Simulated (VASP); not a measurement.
**MgO: how numerical settings change the zone-centre modes**

Aim: test the modes of MgO against the numerical settings. The starting structure is a cell with measured lattice constants from the literature and the atomic positions of a Crystallography Open Database entry.

Method: Kohn-Sham DFT with plane waves and PAW; LDA, in VASP 6.6.1.

## Step 1: Set-up

The structure is cubic, space group Fm-3m (No. 225). The conventional cell has a = 4.213 Å, b = 4.213 Å, c = 4.213 Å, α = 90.00°, β = 90.00°, γ = 90.00°. Mg has 6 O at 2.11 Å nearest. Nearest to O lie 6 Mg at 2.11 Å. Farther neighbours and most contacts between anions are not listed.

As a file:

```cif
data_structure
_symmetry_space_group_name_H-M 'P 1'
_symmetry_Int_Tables_number 1
_cell_length_a 2.9789
_cell_length_b 2.9789
_cell_length_c 2.9789
_cell_angle_alpha 60.000
_cell_angle_beta 60.000
_cell_angle_gamma 60.000
_cell_volume 18.69
loop_
_atom_site_label
_atom_site_type_symbol
_atom_site_fract_x
_atom_site_fract_y
_atom_site_fract_z
_atom_site_occupancy
Mg1 Mg 0.00000 0.00000 0.00000 1
O2 O 0.50000 0.50000 0.50000 1
```

## Step 2: Reference modes

The cell comes from a relaxation at this level, not shown (17.82 Å³).

Input file INCAR:

```
SYSTEM = MgO
PREC = Accurate
ENCUT = 520
EDIFF = 1E-08
NELM = 100
ISMEAR = 0
SIGMA = 0.03
LREAL = .FALSE.
ALGO = Normal
GGA = CA
NBANDS = 10
LORBIT = 11
LWAVE = .FALSE.
LCHARG = .FALSE.
KPAR = 4
IBRION = 8
LEPSILON = .TRUE.
LPEAD = .TRUE.
ISIF = 2
```

Input file POSCAR:

```
MgO
1.0
    0.0000000000      2.0730463737      2.0730463737
    2.0730463737      0.0000000000      2.0730463737
    2.0730463737      2.0730463737      0.0000000000
Mg O
1 1
Direct
    0.0000000000      0.0000000000      0.0000000000
    0.5000000000      0.5000000000      0.5000000000
```

Input file KPOINTS:

```
Automatic mesh
0
Gamma
12 12 12
0 0 0
```

Potentials, in the order of the species: Mg and O (LDA family, release 64).

Launch:

```
> mpirun -np 4 vasp_std
```

Output:

```text
[banner, memory and clock lines left out]
running    4 mpi-ranks, on    1 nodes
 distrk:  each k-point on    1 cores,    4 groups
 distr:  one band on    1 cores,    1 groups

 POSCAR found type information on POSCAR MgO
 POSCAR found :  2 types and       2 ions
 LDA part: xc-table for (Slater(with rela. corr.)+CA(PZ))
 , standard interpolation
 POSCAR, INCAR and KPOINTS ok, starting setup
 FFT: planning ... GRIDC
 FFT: planning ... GRID_SOFT
 FFT: planning ... GRID
 WAVECAR not read
 entering main loop
       N       E                     dE             d eps       ncg     rms          rms(c)
DAV:   1     0.112365757639E+02    0.11237E+02   -0.48316E+03  1640   0.717E+02
DAV:   2    -0.145057058832E+02   -0.25742E+02   -0.25364E+02  1624   0.141E+02
DAV:   3    -0.150314290206E+02   -0.52572E+00   -0.52535E+00  1702   0.175E+01
DAV:   4    -0.150325782473E+02   -0.11492E-02   -0.11492E-02  1584   0.913E-01
DAV:   5    -0.150325817030E+02   -0.34557E-05   -0.34557E-05  1648   0.463E-02    0.710E+00
DAV:   6    -0.135074502266E+02    0.15251E+01   -0.87728E+00  1462   0.177E+01    0.219E+00
DAV:   7    -0.134692200723E+02    0.38230E-01   -0.49947E-02  1552   0.218E+00    0.127E+00
DAV:   8    -0.134457534323E+02    0.23467E-01   -0.26005E-02  1456   0.181E+00    0.186E-01
DAV:   9    -0.134455751628E+02    0.17827E-03   -0.18544E-04  1638   0.112E-01    0.127E-01
DAV:  10    -0.134454607650E+02    0.11440E-03   -0.28127E-04  1522   0.154E-01    0.785E-03
DAV:  11    -0.134454600108E+02    0.75414E-06   -0.37475E-06  1562   0.115E-02    0.294E-03
DAV:  12    -0.134454600132E+02   -0.23377E-08   -0.14813E-07  1578   0.280E-03    0.601E-04
DAV:  13    -0.134454600121E+02    0.10888E-08   -0.38976E-09   858   0.725E-04
   1 F= -.13445460E+02 E0= -.13445460E+02  d E =-.456908E-20
 Linear response reoptimize wavefunctions to high precision
DAV:   1    -0.134454600129E+02   -0.83139E-09   -0.12978E-10   944   0.119E-04
DAV:   2    -0.134454600129E+02   -0.15689E-10   -0.85970E-12   790   0.296E-05
 Linear response to external field (no local field effect), progress :
  Direction:   1
       N       E                     dE             d eps       ncg     rms          rms(c)
RMM:   1    -0.124279971525E+00   -0.12428E+00   -0.36707E-01   845   0.174E+00
RMM:   2    -0.124083655334E+00    0.19632E-03   -0.87438E-04   827   0.210E-01
RMM:   3    -0.124086557115E+00   -0.29018E-05   -0.19601E-06   863   0.102E-02
RMM:   4    -0.124086564990E+00   -0.78749E-08   -0.74957E-09   789   0.650E-04
 change of polarisation eV/A/(eV/A) component  1 :     0.248     0.080     0.022
 dielectric tensor                  component  1 :     3.520     0.814     0.226
 Linear response to external field (no local field effect), progress :
  Direction:   2
       N       E                     dE             d eps       ncg     rms          rms(c)
RMM:   1    -0.125553074988E+00   -0.12555E+00   -0.38001E-01   854   0.173E+00
RMM:   2    -0.125361770472E+00    0.19130E-03   -0.93835E-04   828   0.213E-01
RMM:   3    -0.125365556042E+00   -0.37856E-05   -0.23830E-06   864   0.109E-02
RMM:   4    -0.125365567644E+00   -0.11602E-07   -0.98991E-09   795   0.705E-04
RMM:   5    -0.125365567704E+00   -0.59991E-10   -0.43574E-10   236   0.593E-05
 change of polarisation eV/A/(eV/A) component  2 :     0.080     0.251    -0.037
 dielectric tensor                  component  2 :     0.814     3.546    -0.380
 Linear response to external field (no local field effect), progress :
  Direction:   3
       N       E                     dE             d eps       ncg     rms          rms(c)
RMM:   1    -0.763910496278E-01   -0.76391E-01   -0.18553E-01   866   0.135E+00
RMM:   2    -0.765648998244E-01   -0.17385E-03   -0.54887E-04   849   0.157E-01
RMM:   3    -0.765664874174E-01   -0.15876E-05   -0.12742E-06   860   0.762E-03
RMM:   4    -0.765664925699E-01   -0.51524E-08   -0.57035E-09   722   0.509E-04
 change of polarisation eV/A/(eV/A) component  3 :     0.022    -0.037     0.153
 dielectric tensor                  component  3 :     0.226    -0.380     2.555
 Linear response to external field, progress :
  Direction:   1
       N       E                     dE             d eps       ncg     rms          rms(c)
RMM:   1    -0.108806385236E+00   -0.10881E+00   -0.31155E-01  1914   0.160E+00
RMM:   2    -0.108659493771E+00    0.14689E-03   -0.78173E-04  1896   0.192E-01    0.517E-01
RMM:   3    -0.105992445355E+00    0.26670E-02   -0.11688E-03  4697   0.260E-01    0.304E-01
RMM:   4    -0.109839472939E+00   -0.38470E-02   -0.22030E-03  6745   0.352E-01    0.256E-02
RMM:   5    -0.110179261845E+00   -0.33979E-03   -0.90067E-06  4945   0.246E-02    0.466E-03
RMM:   6    -0.110204858296E+00   -0.25596E-04   -0.86302E-08  5319   0.253E-03    0.203E-03
RMM:   7    -0.110222929014E+00   -0.18071E-04   -0.26793E-08  5307   0.135E-03    0.909E-05
RMM:   8    -0.110222553497E+00    0.37552E-06   -0.35811E-10  4758   0.147E-04    0.415E-05
RMM:   9    -0.110222807806E+00   -0.25431E-06   -0.81602E-11  3250   0.380E-05    0.384E-06
 change of polarisation eV/A/(eV/A) component  1 :     0.206     0.043     0.016
 dielectric tensor                  component  1 :     3.093     0.436     0.158
 Linear response to external field, progress :
  Direction:   2
       N       E                     dE             d eps       ncg     rms          rms(c)
RMM:   1    -0.108711418484E+00   -0.10871E+00   -0.31056E-01  1920   0.161E+00
RMM:   2    -0.108674811570E+00    0.36607E-04   -0.78965E-04  1896   0.194E-01    0.517E-01
RMM:   3    -0.106007720680E+00    0.26671E-02   -0.11686E-03  4696   0.260E-01    0.304E-01
RMM:   4    -0.109854741983E+00   -0.38470E-02   -0.22030E-03  6748   0.352E-01    0.256E-02
RMM:   5    -0.110194632358E+00   -0.33989E-03   -0.89874E-06  4952   0.246E-02    0.465E-03
RMM:   6    -0.110220188410E+00   -0.25556E-04   -0.86321E-08  5334   0.253E-03    0.203E-03
RMM:   7    -0.110238274033E+00   -0.18086E-04   -0.26948E-08  5325   0.135E-03    0.911E-05
RMM:   8    -0.110237905600E+00    0.36843E-06   -0.53028E-10  4778   0.150E-04    0.405E-05
RMM:   9    -0.110238041831E+00   -0.13623E-06   -0.22959E-10  3247   0.396E-05    0.397E-06
 change of polarisation eV/A/(eV/A) component  2 :     0.033     0.206    -0.002
 dielectric tensor                  component  2 :     0.337     3.093    -0.019
 Linear response to external field, progress :
  Direction:   3
       N       E                     dE             d eps       ncg     rms          rms(c)
RMM:   1    -0.108706353366E+00   -0.10871E+00   -0.31050E-01  1920   0.161E+00
RMM:   2    -0.108676157575E+00    0.30196E-04   -0.79021E-04  1896   0.194E-01    0.517E-01
RMM:   3    -0.106009147728E+00    0.26670E-02   -0.11686E-03  4695   0.260E-01    0.304E-01
RMM:   4    -0.109856170590E+00   -0.38470E-02   -0.22031E-03  6746   0.352E-01    0.256E-02
RMM:   5    -0.110196098526E+00   -0.33993E-03   -0.89912E-06  4949   0.246E-02    0.465E-03
RMM:   6    -0.110221609686E+00   -0.25511E-04   -0.86217E-08  5335   0.253E-03    0.203E-03
RMM:   7    -0.110239703140E+00   -0.18093E-04   -0.26908E-08  5316   0.135E-03    0.911E-05
RMM:   8    -0.110239369861E+00    0.33328E-06   -0.51903E-10  4779   0.150E-04    0.405E-05
RMM:   9    -0.110239466430E+00   -0.96569E-07   -0.22958E-10  3258   0.395E-05    0.396E-06
 change of polarisation eV/A/(eV/A) component  3 :     0.004     0.024     0.206
 dielectric tensor                  component  3 :     0.045     0.247     3.093
 Linear response DOF=           2
 Linear response progress:
  Degree of freedom:   1/  2
       N       E                     dE             d eps       ncg     rms          rms(c)
RMM:   1    -0.222777296396E-02   -0.22278E-02    0.29470E-05  6843   0.523E-01
RMM:   2    -0.217896720973E-02    0.48806E-04   -0.14367E-04  4952   0.830E-02    0.365E-02
RMM:   3    -0.215082196101E-02    0.28145E-04   -0.16924E-05  5177   0.290E-02    0.187E-02
RMM:   4    -0.214992080746E-02    0.90115E-06   -0.14276E-05  5193   0.260E-02    0.331E-03
RMM:   5    -0.215029834321E-02   -0.37754E-06   -0.13751E-07  5194   0.288E-03    0.302E-04
RMM:   6    -0.215031781743E-02   -0.19474E-07   -0.59766E-10  5230   0.201E-04    0.130E-04
RMM:   7    -0.215026689796E-02    0.50919E-07   -0.21847E-10  5318   0.120E-04    0.118E-05
RMM:   8    -0.215027863956E-02   -0.11742E-07   -0.18573E-11  5409   0.124E-05    0.266E-06
RMM:   9    -0.215027912734E-02   -0.48778E-09   -0.16428E-11  4923   0.435E-06    0.384E-07
 first order change of Fermi-energy   0.53747E-04
 force on displaced ion       1 direction 1 :  -6.364   0.000   0.000
 Born effective charge ion    1 direction 1 :   1.948   0.000   0.000
 Linear response progress:
  Degree of freedom:   2/  2
       N       E                     dE             d eps       ncg     rms          rms(c)
RMM:   1    -0.348332162489E+00   -0.34833E+00    0.38601E-01  5815   0.425E+00
RMM:   2    -0.348875595501E+00   -0.54343E-03   -0.17204E-03  5132   0.332E-01    0.135E-01
RMM:   3    -0.350258156284E+00   -0.13826E-02   -0.37915E-04  4922   0.141E-01    0.714E-02
RMM:   4    -0.352370485792E+00   -0.21123E-02   -0.38064E-04  4679   0.145E-01    0.174E-02
RMM:   5    -0.352383665915E+00   -0.13180E-04   -0.46687E-06  5360   0.204E-02    0.135E-03
RMM:   6    -0.352385610719E+00   -0.19448E-05   -0.35619E-08  5507   0.172E-03    0.774E-04
RMM:   7    -0.352381040142E+00    0.45706E-05   -0.21913E-09  5461   0.337E-04    0.535E-05
RMM:   8    -0.352380953379E+00    0.86763E-07   -0.10404E-09  5624   0.603E-05    0.151E-05
RMM:   9    -0.352380996433E+00   -0.43054E-07   -0.10364E-09  5620   0.235E-05    0.248E-06
RMM:  10    -0.352380994399E+00    0.20341E-08   -0.10495E-09  4495   0.146E-05    0.448E-07
 first order change of Fermi-energy   0.12235E-02
 force on displaced ion       2 direction 1 :  -6.361   0.000   0.000
 Born effective charge ion    2 direction 1 :  -1.948   0.000   0.000
 Born effective charges drift removed
 Linear response finished
```

Elapsed: 42 s, on 4 MPI ranks of Intel Xeon Platinum 8259CL at 2.50GHz (Skylake/Cascade Lake), shared host; peak memory 1 GiB; 2.6 min of CPU time.

Lines that name or quote the potential files are left out of all logs, and their timing lines are given in words.

From OUTCAR (step 2):

```text
ion  position               nearest neighbor table
   1  0.000  0.000  0.000-   2 2.07   2 2.07   2 2.07   2 2.07   2 2.07   2 2.07
   2  0.500  0.500  0.500-   1 2.07   1 2.07   1 2.07   1 2.07   1 2.07   1 2.07

  LATTYP: Found a face centered cubic cell.
 ALAT       =     4.1460927474

 Subroutine GETGRP returns: Found 48 space group operations
 (whereof 48 operations were pure point group operations)

The static configuration has the point symmetry O_h .

 Found     72 irreducible k-points:

   k-points           NKPTS =     72   k-points in BZ     NKDIM =     72   number of bands    NBANDS=     10

   dimension x,y,z NGX =    24 NGY =   24 NGZ =   24
   dimension x,y,z NGXF=    48 NGYF=   48 NGZF=   48

   ENCUT  =  520.0 eV  38.22 Ry    6.18 a.u.   5.45  5.45  5.45*2*pi/ulx,y,z

   NELECT =       8.0000    total number of electrons

 k-points in reciprocal lattice and weights: Automatic mesh
   0.00000000  0.00000000  0.00000000       0.001
   0.08333333  0.00000000  0.00000000       0.005
   0.16666667  0.00000000  0.00000000       0.005
   0.25000000  0.00000000  0.00000000       0.005
   0.33333333  0.00000000  0.00000000       0.005
   0.41666667  0.00000000  0.00000000       0.005
   0.50000000  0.00000000  0.00000000       0.002
   0.08333333  0.08333333  0.00000000       0.003
   0.16666667  0.08333333  0.00000000       0.014
[...]
-0.33333333  0.50000000  0.16666667       0.007
  -0.25000000  0.50000000  0.25000000       0.003

 average (electrostatic) potential at core
       1 -34.6027       2 -70.3937

  Total       -0.0018194     -0.0018194     -0.0018194     -0.0000000     -0.0000000      0.0000000
  in kB       -0.1635993     -0.1635993     -0.1635993     -0.0000000     -0.0000000      0.0000000
  external PRESSURE =      -0.1635993 kB  Pullay stress =       0.0000000 kB

  energy-cutoff  :      520.00
  volume of cell :       17.82
      direct lattice vectors                 reciprocal lattice vectors
     0.000000000  2.073046374  2.073046374    -0.241190938  0.241190938  0.241190938
     2.073046374  0.000000000  2.073046374     0.241190938 -0.241190938  0.241190938
     2.073046374  2.073046374  0.000000000     0.241190938  0.241190938 -0.241190938

 POSITION                                       TOTAL-FORCE (eV/Angst)
 -----------------------------------------------------------------------------------
      0.00000      0.00000      0.00000        -0.000000     -0.000000      0.000000
      2.07305      2.07305      2.07305         0.000000      0.000000      0.000000
 -----------------------------------------------------------------------------------
    total drift:                               -0.000000     -0.000000      0.000000

 MACROSCOPIC STATIC DIELECTRIC TENSOR (including local field effects in DFT)
 ------------------------------------------------------
           3.093058     0.000000    -0.000000
           0.000000     3.093058     0.000000
          -0.000000     0.000000     3.093058
 ------------------------------------------------------

 PIEZOELECTRIC TENSOR (including local field effects)  for field in x, y, z        (C/m^2)
          XX          YY          ZZ          XY          YZ          ZX
  --------------------------------------------------------------------------------
  x     0.00000     0.00000     0.00000     0.00000     0.00000     0.00000
  y     0.00000     0.00000     0.00000     0.00000     0.00000     0.00000
  z     0.00000     0.00000     0.00000     0.00000     0.00000     0.00000

 BORN EFFECTIVE CHARGES (including local field effects) (in |e|, cummulative output)
 ---------------------------------------------------------------------------------
 ion    1
    1     1.94832     0.00000    -0.00000
    2     0.00000     1.94832     0.00000
    3     0.00000     0.00000     1.94832
 ion    2
    1    -1.94832    -0.00000     0.00000
    2    -0.00000    -1.94832    -0.00000
    3    -0.00000    -0.00000    -1.94832

 Eigenvectors and eigenvalues of the dynamical matrix
 ----------------------------------------------------

   1 f  =   12.694709 THz    79.763212 2PiTHz  423.449926 cm-1    52.501076 meV
             X         Y         Z           dx          dy          dz
      0.000000  0.000000  0.000000     0.000000    0.630133    0.000000
      2.073046  2.073046  2.073046     0.000000   -0.776487    0.000000

   2 f  =   12.694709 THz    79.763212 2PiTHz  423.449926 cm-1    52.501076 meV
             X         Y         Z           dx          dy          dz
      0.000000  0.000000  0.000000    -0.630133    0.000000    0.000000
      2.073046  2.073046  2.073046     0.776487    0.000000    0.000000

   3 f  =   12.694709 THz    79.763212 2PiTHz  423.449926 cm-1    52.501076 meV
             X         Y         Z           dx          dy          dz
      0.000000  0.000000  0.000000     0.000000    0.000000   -0.630133
      2.073046  2.073046  2.073046     0.000000    0.000000    0.776487

   4 f/i=    0.001225 THz     0.007694 2PiTHz    0.040848 cm-1     0.005065 meV
             X         Y         Z           dx          dy          dz
      0.000000  0.000000  0.000000     0.776487    0.000000    0.000000
      2.073046  2.073046  2.073046     0.630133    0.000000    0.000000

   5 f/i=    0.001225 THz     0.007694 2PiTHz    0.040848 cm-1     0.005065 meV
             X         Y         Z           dx          dy          dz
      0.000000  0.000000  0.000000     0.000000   -0.776487    0.000000
      2.073046  2.073046  2.073046     0.000000   -0.630133    0.000000

   6 f/i=    0.001225 THz     0.007694 2PiTHz    0.040848 cm-1     0.005065 meV
             X         Y         Z           dx          dy          dz
      0.000000  0.000000  0.000000     0.000000    0.000000    0.776487
      2.073046  2.073046  2.073046     0.000000    0.000000    0.630133

 MACROSCOPIC STATIC DIELECTRIC TENSOR IONIC CONTRIBUTION
 ------------------------------------------------------
           6.059124     0.000000    -0.000000
           0.000000     6.059124     0.000000
          -0.000000     0.000000     6.059124
 ------------------------------------------------------

 ELASTIC MODULI CONTR FROM IONIC RELAXATION (kBar)
 Direction    XX          YY          ZZ          XY          YZ          ZX
 --------------------------------------------------------------------------------
 XX           0.0000      0.0000      0.0000      0.0000      0.0000      0.0000
 YY           0.0000      0.0000      0.0000      0.0000      0.0000      0.0000
 ZZ           0.0000      0.0000      0.0000      0.0000      0.0000      0.0000
 XY           0.0000      0.0000      0.0000      0.0000      0.0000      0.0000
 YZ           0.0000      0.0000      0.0000      0.0000      0.0000      0.0000
 ZX           0.0000      0.0000      0.0000      0.0000      0.0000      0.0000
 --------------------------------------------------------------------------------

 PIEZOELECTRIC TENSOR IONIC CONTR  for field in x, y, z        (C/m^2)
          XX          YY          ZZ          XY          YZ          ZX
  --------------------------------------------------------------------------------
  x     0.00000     0.00000     0.00000     0.00000     0.00000     0.00000
  y     0.00000     0.00000     0.00000     0.00000     0.00000     0.00000
  z     0.00000     0.00000     0.00000     0.00000     0.00000     0.00000
```

Energies printed during the response cycles are not total energies of the cell.

Reference: the zone-centre mode is T1u 423.4 cm⁻¹.

(Continued in part 2 of 2.)

[Lines on the potential files, build, host, timing and source positions are cut from VASP's logs without a mark.]

[Logs are printed without paths, hosts, clocks, repeated set-up lines and the standing remarks that a program may print on its own settings, such as how far it seeks lower states.]

[Hosts, paths, dates, database ids (printed as entryN), source tags and the programs' standing remarks are cut or masked in the printed files.]
